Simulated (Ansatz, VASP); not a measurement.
# Cross-check of La2O3 between VASP and Ansatz, part 3 of 3

Aim: how closely do two programs agree when they are given the same cell, functional and k mesh? The cell is taken from a series of runs on this material, whose earlier steps may have relaxed, scaled, displaced or heated it; both programs get it as it stands.

VASP 6.6.1 and Ansatz 0.2.0.

So far: Starting point; VASP: zone-centre phonons, LDA.

### 3. Ansatz: zone-centre phonons, LDA

Level of this step: Ansatz beside VASP: Kohn-Sham DFT, plane waves, LDA (Ansatz).

Ansatz runs on its PAW soft_1 files.

The same cell, functional (in two slightly different forms) and mesh now go to Ansatz, which takes its cutoff from its data sets.

The input, input.yaml:

```yaml
crystal:
  lattice:
    - [3.8640665822, 0.0, 0.0]
    - [-1.9320332911, 3.3463798221, 0.0]
    - [0.0, 0.0, 6.0697392871]
  atoms:
    - { symbol: O, position: [0.6666666775, 0.3333333225, 0.3556776902] }
    - { symbol: O, position: [0.3333333225, 0.6666666775, 0.6443223098] }
    - { symbol: O, position: [0.0, 0.0, 0.0] }
    - { symbol: La, position: [0.6666666647, 0.3333333353, 0.7543933271] }
    - { symbol: La, position: [0.3333333353, 0.6666666647, 0.2456066729] }
kpoints:
  mp_grid: { grid: [9, 9, 4] }
hamiltonian:
  xc: lda
  pseudopotentials: { kind: paw, azcp: { folder: soft_1 }, xc_functional: pbe }
scf:
  occupations: { method: fixed }
output:
  eigenvalues: true
phonons:
  method: dfpt
  dielectric: true
  rigid_motions: translations
```

Started as:

```bash
$ ansatz run input.yaml --threads 8 --pin off --max-ram 16384MiB --backend cpu --events-out ev --progress --plain --runs-dir out
```

Numbers of over 12 decimals in the logs are rounded to 6 here.

What it wrote:

```text
Engine: ansatz 0.2.0, aarch64-unknown-linux-gnu
Pseudopotentials: kind: paw
Pseudopotential: O, paw, valence charge 6, recommended cutoff 420 eV (normal), soft_1/O.paw.azcp
Pseudopotential: La, paw, valence charge 11, recommended cutoff 420 eV (normal), soft_1/La.paw.azcp
Functional definition: SPW92
  exchange = slater_x
  correlation = pw_c
Crystal: 5 atoms, lattice volume = 78.486 Å³
Basis set: ecut = 420 eV, 1509 PW (Γ), exchange–correlation on 54×54×90 points (8 copies of the dense FFT grid, shifted against one another)
Bands: 25, of which v1, the nominal top of the filled ones, is band 20 counted from 1 (19 counted from 0)
Symmetry: 12 space group operations
k-points: 95 of 324 (irreducible under 2 space group operations, time reversal used)
Non-local potential: O, projectors of the file, l = 0: 2, l = 1: 2, l = 2: 1
Non-local potential: La, projectors of the file, l = 0: 3, l = 1: 2, l = 2: 2, l = 3: 3
PAW form: soft (Blöchl's): semilocal exchange-correlation on the pseudo side does not see the compensation charge
PAW frozen core: O, regenerated for the run's functional, and the local potential with it (the file was generated under x = pbe(κ = 0.804, μ = 0.219515), c = pbe(β = 0.066725))
PAW frozen core: La, regenerated for the run's functional, and the local potential with it (the file was generated under x = pbe(κ = 0.804, μ = 0.219515), c = pbe(β = 0.066725))
PAW one-centre angular grid: O, 110 points (default); XC on 64 Gauss nodes
PAW one-centre angular grid: La, 590 points (default); XC on 64 Gauss nodes
Initial density: superposition of atomic densities (chi_scale 0.1, normalization cell, long waves kept (reshape's long-wave potential 0.03 eV rms))
Initial wavefunctions: pseudopotential atomic-orbital guess
Functional: x = slater, c = lda
SCF iter   1: F=—  HF=-13829.068859 eV  |F-HF|=—  |Δ(HF+E_count)|=         —  Δρ=7.16e-2  dr2=3.79e0  ethr=3.10e-3  ⟨swp⟩=4.1  Hψ=9552  notcnv=0  defer=156
preconditioner: auto → Resta (q_TF=auto, 2.438 Å⁻¹)  ε∞=5.7  [insulator: Δε(μ)=2.895 eV  Ē_g=11.580 eV  n_scr=22 (ndim 8)  ℏωp=25.1 eV  f_vac=0.000  ε∞_Penn≈5.7]
SCF iter   2: F=—  HF=-13828.483502 eV  |F-HF|=—  |Δ(HF+E_count)|=   5.85e-1  Δρ=3.40e-2  dr2=1.07e0  ethr=3.10e-3  ⟨swp⟩=4.9  Hψ=6319  notcnv=0  defer=172
SCF iter   3: F=—  HF=-13828.348129 eV  |F-HF|=—  |Δ(HF+E_count)|=   1.35e-1  Δρ=1.61e-2  dr2=2.75e-1  ethr=2.68e-3  ⟨swp⟩=2.1  Hψ=4025  notcnv=0  defer=176
SCF iter   4: F=—  HF=-13828.305919 eV  |F-HF|=—  |Δ(HF+E_count)|=   4.22e-2  Δρ=5.47e-3  dr2=2.84e-2  ethr=6.88e-4  ⟨swp⟩=4.3  Hψ=4491  notcnv=0  defer=260
SCF iter   5: F=—  HF=-13828.302706 eV  |F-HF|=—  |Δ(HF+E_count)|=   3.21e-3  Δρ=3.68e-3  dr2=1.01e-2  ethr=7.09e-5  ⟨swp⟩=4.8  Hψ=4478  notcnv=0  defer=280
SCF iter   6: F=—  HF=-13828.301407 eV  |F-HF|=—  |Δ(HF+E_count)|=   1.30e-3  Δρ=9.79e-4  dr2=7.82e-4  ethr=2.53e-5  ⟨swp⟩=2.4  Hψ=3374  notcnv=0  defer=280
SCF iter   7: F=—  HF=-13828.301698 eV  |F-HF|=—  |Δ(HF+E_count)|=   2.90e-4  Δρ=1.90e-4  dr2=3.24e-5  ethr=1.96e-6  ⟨swp⟩=2.7  Hψ=3758  notcnv=0  defer=281
SCF iter   8: F=—  HF=-13828.301704 eV  |F-HF|=—  |Δ(HF+E_count)|=   5.91e-6  Δρ=2.91e-5  dr2=9.67e-7  ethr=8.11e-8  ⟨swp⟩=2.1  Hψ=3680  notcnv=0  defer=280
SCF iter   9: F=—  HF=-13828.301703 eV  |F-HF|=—  |Δ(HF+E_count)|=   4.43e-7  Δρ=5.11e-6  dr2=2.19e-8  ethr=2.42e-9  ⟨swp⟩=2.1  Hψ=4114  notcnv=0  defer=267
SCF iter  10: F=—  HF=-13828.301703 eV  |F-HF|=—  |Δ(HF+E_count)|=  8.08e-10  Δρ=1.23e-6  dr2=1.40e-9  ethr=5.49e-11  ⟨swp⟩=2.1  Hψ=3912  notcnv=0  defer=267
SCF iter  11: F=-13828.301703 eV  HF=-13828.301703 eV  |F-HF|=1.82e-12  |Δ(HF+E_count)|=  5.28e-11  Δρ=1.66e-7  dr2=2.15e-11  ethr=1.00e-12  ⟨swp⟩=18.2  Hψ=20696  notcnv=0
SCF 1 converged in 11 iterations: F = -13828.301703 eV  dr2 = 2.15e-11
  greatest PAW one-centre occupation: 0.972 electrons in one spin orbital (limit 2), on the La atom at site 4 (counted from 0), in its partial waves of l = 0
NSCF: frozen V_eff on 4 k-points
DFPT response loops at Γ: preconditioner auto → Resta (q_TF=auto, 2.438 Å⁻¹)  ε∞=4.0 (no band partly filled); β = 1.00, the filter's whole step (`scf.mixing.beta` (0.50) is not read by the response loops at its default; to damp them type it under 1.00, their step now; it binds the ground state too); Broyden in place of MSR1
── the response to a field inside a basis, on 10×10×4 k-points: an SCF that follows is theirs, and a resumed run solves both again ──
Bands: 21, of which v1, the nominal top of the filled ones, is band 20 counted from 1 (19 counted from 0)
k-points: 110 of 400 (irreducible under 4 space group operations)
Initial density: handed on by an earlier stage of this run
Initial wavefunctions: pseudopotential atomic-orbital guess (no wavefunctions were taken with the density)
Eigensolver: Dense (110 Hₖ)
SCF iter   1: F=—  HF=-13828.295650 eV  |F-HF|=—  |Δ(HF+E_count)|=         —  Δρ=3.85e-4  dr2=2.34e-5  ethr=1.00e-1
preconditioner: auto → Resta (q_TF=auto, 2.438 Å⁻¹)  ε∞=5.5  [insulator: Δε(μ)=3.849 eV  Ē_g=11.805 eV  n_scr=22 (ndim 8)  ℏωp=25.1 eV  f_vac=0.016  ε∞_Penn≈5.5]
SCF iter   2: F=—  HF=-13828.295643 eV  |F-HF|=—  |Δ(HF+E_count)|=   6.92e-6  Δρ=1.60e-4  dr2=8.98e-6  ethr=5.84e-8
SCF iter   3: F=—  HF=-13828.295641 eV  |F-HF|=—  |Δ(HF+E_count)|=   1.80e-6  Δρ=8.52e-5  dr2=1.06e-6  ethr=2.25e-8
SCF iter   4: F=-13828.295640 eV  HF=-13828.295640 eV  |F-HF|=4.17e-8  |Δ(HF+E_count)|=   3.55e-7  Δρ=8.74e-6  dr2=5.01e-8  ethr=2.66e-9
SCF 1 converged in 4 iterations: F = -13828.295640 eV  dr2 = 5.01e-8
DFPT response loops at Γ: preconditioner auto → Resta (q_TF=auto, 2.438 Å⁻¹)  ε∞=3.9 (no band partly filled); β = 1.00, the filter's whole step (`scf.mixing.beta` (0.50) is not read by the response loops at its default; to damp them type it under 1.00, their step now; it binds the ground state too); Broyden in place of MSR1
SCF converged after 11 iterations
Free energy (F): -13828.301703 eV
Harris-Foulkes:  -13828.301703 eV  (|F-HF|=1.82e-12)
Internal energy: -13828.301703 eV  (E = F + TS)
E sigma→0 (E₀):  -13828.301703 eV
Fermi energy:    9.819060 eV
--- Per-component energies (eV) ---
  E_band       = 1.740644
  E_kinetic    = 881.620367
  E_local      = -1451.514517  (includes V_loc(G=0)·N_el)
  E_nonlocal   = 344.630994
  E_hartree    = 539.996129
  E_xc         = -499.412180
  E_vxc        = -566.988008  (∫ρ·V_xc dr)
  E_paw        = -10943.213857  (= ΣΔE_a)
  E_vpaw       = -286.002766  (= ΣTr[D̂ρ^β])
  E_aug_tail   = 0.002338  (compensation charges beyond the density's cutoff)
  E_ewald      = -2701.345393
  E_core_change = 0.934417  (= ΣΔE_core)
  E_smearing   = -0.000000  (= −TS)
  E_closure    = 0.000000  (closes the sum)
  Σ components = -13828.301703   (vs F -13828.301703, Δ=0.00e0)
--- Band table (eV; the first three rows and the last of 95) ---
  k-point 0: bands = [... 16 lower, 8.0008, 9.3569, 9.3569, 9.6525, 14.0733, 14.4510, 14.4510, 15.0880, ... 1 higher]
  k-point 1: bands = [... 16 lower, 8.4025, 9.3359, 9.4068, 9.4068, 14.2308, 14.5273, 14.5273, 15.0758, ... 1 higher]
  k-point 2: bands = [... 16 lower, 8.7708, 8.8811, 9.4649, 9.4649, 14.5154, 14.5982, 14.5982, 14.7954, ... 1 higher]
  k-point 94: bands = [... 16 lower, 9.0430, 9.0499, 9.5207, 9.8152, 14.3483, 14.5006, 14.6470, 15.1204, ... 1 higher]
--- Phonons (Γ-DFPT): 6 representative perturbations + reference, on 95 of 324 k-points (Σ response iterations 23) ---
  k mesh reduced under 2 symmetry operations, with k and −k counted as one. Each operation leaves every solved perturbation unchanged. A smaller set is not considered because the run solves the response to a homogeneous field
  ASR residual: 1.383e-4 → 0.000e0 eV/Å²; symmetrization residual: 1.365e-6 eV/Å²
  ASR residual per site (eV/Å²): 1.39e-5 1.39e-5 1.38e-4 5.24e-5 5.24e-5
  Γ frequencies (cm⁻¹): 0.00 0.00 0.00 105.20 105.20 193.18 194.10 194.10 199.42 373.06 373.06 397.22 409.06 409.06 443.31
  ε∞ (high-frequency dielectric tensor):
        4.899268    -0.000000     0.000000
        0.000000     4.899268    -0.000000
        0.000000    -0.000000     4.807978
  ε⁰ (static dielectric tensor: ions relaxed, cell fixed):
       24.610172     0.000000     0.000000
        0.000000    24.610172     0.000000
        0.000000     0.000000    25.986054
  ε⁰ − ε∞ (ionic part):
       19.710904     0.000000     0.000000
        0.000000    19.710904     0.000000
        0.000000     0.000000    21.178076
  softest optical mode at Γ: 105.20 cm⁻¹; the repairs (sum rule, projections) moved no ω² at Γ by more than (1.64 cm⁻¹)²
  Born effective charges Z* (e; rows j = field, columns β = displacement):
    site 0:
        -2.87546   -0.00000   -0.00000
         0.00000   -2.87546   -0.00000
        -0.00000   -0.00000   -2.52841
    site 1:
        -2.87546   -0.00000   -0.00000
        -0.00000   -2.87546   -0.00000
        -0.00000   -0.00000   -2.52841
    site 2:
        -2.70318    0.00000   -0.00000
         0.00000   -2.70318    0.00000
        -0.00000   -0.00000   -2.61114
    site 3:
         4.22705    0.00000    0.00000
        -0.00000    4.22705    0.00000
         0.00000    0.00000    3.83398
    site 4:
         4.22705    0.00000    0.00000
        -0.00000    4.22705    0.00000
         0.00000    0.00000    3.83398
  Z* charge neutrality: 9.570e-4 e pre-enforcement
  solved inside a basis spanned on kpoints, on 10×10×4 k-points, its susceptibility summed on 12×12×6: ε∞ is read to err by 1.3e-2, Z* by 1.4e-2 e (field_mesh: kpoints solves on kpoints); Z* is corrected for what the basis lacks
  optical modes at Γ without the LO–TO term, one row a degenerate level:
      ω (cm⁻¹)  modes    IR ((D/Å)²/amu)
[...]
optical modes at Γ + LO–TO along q̂ = [1.0000, 0.0000, 0.0000]:
      ω (cm⁻¹)  modes    IR ((D/Å)²/amu)
[...]
optical modes at Γ + LO–TO along q̂ = [0.0000, 1.0000, 0.0000]:
      ω (cm⁻¹)  modes    IR ((D/Å)²/amu)
[...]
optical modes at Γ + LO–TO along q̂ = [0.0000, 0.0000, 1.0000]:
      ω (cm⁻¹)  modes    IR ((D/Å)²/amu)
        105.20      2             0.0000
        193.18      1             0.0000
        194.10      2            45.0101
        373.06      2            35.6265
        397.22      1             0.0000
        400.67      1             7.4945
        409.06      2             0.0000
        512.96      1            25.6573
```

### 4. Side by side

Known differences besides the potentials themselves: the two LDA forms differ slightly; fixed occupations in Ansatz, narrow Gaussian smearing in VASP; VASP's response is taken on the typed mesh, Ansatz refines its own for the field response alone; the cutoff is 420 eV in Ansatz and 600 eV in VASP; VASP's log shows a relativistic correction to its local exchange, Ansatz's none; VASP's log repeats an internal error in its field response. Total energies have different zeros and are not compared.

Compared:

| quantity | Ansatz | VASP | difference |
| --- | --- | --- | --- |
| ε∞ xx | 4.90 | 4.89 | +0.18 % |
| ε∞ yy | 4.90 | 4.89 | +0.18 % |
| ε∞ zz | 4.81 | 4.81 | -0.07 % |
| Born charge of O1 (mean of the diagonal) (e) | -2.76 | -2.75 | -0.01 |
| Born charge of La4 (mean of the diagonal) (e) | 4.10 | 4.10 | 0.00 |
| optical mode 1 to 2 (cm⁻¹) | 105.2 | 105.5 | -0.31 % |
| optical mode 3 (cm⁻¹) | 193.2 | 193.5 | -0.15 % |
| optical mode 4 to 5 (cm⁻¹) | 194.1 | 193.7 | +0.23 % |
| optical mode 6 (cm⁻¹) | 199.4 | 200.0 | -0.29 % |
| optical mode 7 to 8 (cm⁻¹) | 373.1 | 372.8 | +0.06 % |
| optical mode 9 (cm⁻¹) | 397.2 | 397.0 | +0.05 % |
| optical mode 10 to 11 (cm⁻¹) | 409.1 | 408.7 | +0.09 % |
| optical mode 12 (cm⁻¹) | 443.3 | 443.8 | -0.10 % |

Modes are paired by rising frequency, not by their patterns, so a pair may set unlike modes beside each other; they are those without the splitting of longitudinal modes.

### 5. Results

* r.m.s. difference of the optical zone-centre modes, each program's sorted by frequency (zone-centre phonons, LDA): 0.37 cm⁻¹

**Reading.** The r.m.s. difference of the optical zone-centre modes, each program's sorted by frequency is 0.37 cm⁻¹ (zone-centre phonons, LDA). Such differences can come from data sets, numerical settings and the points named under the comparisons, not from the functional's error against experiment.

[Lines on the potential files, build, host, timing and source positions are cut from VASP's logs without a mark.]

[Logs are printed without paths, hosts, clocks, repeated set-up lines and the standing remarks that a program may print on its own settings, such as how far it seeks lower states.]

[Hosts, paths, dates, database ids (printed as entryN), source tags and the programs' standing remarks are cut or masked in the printed files.]
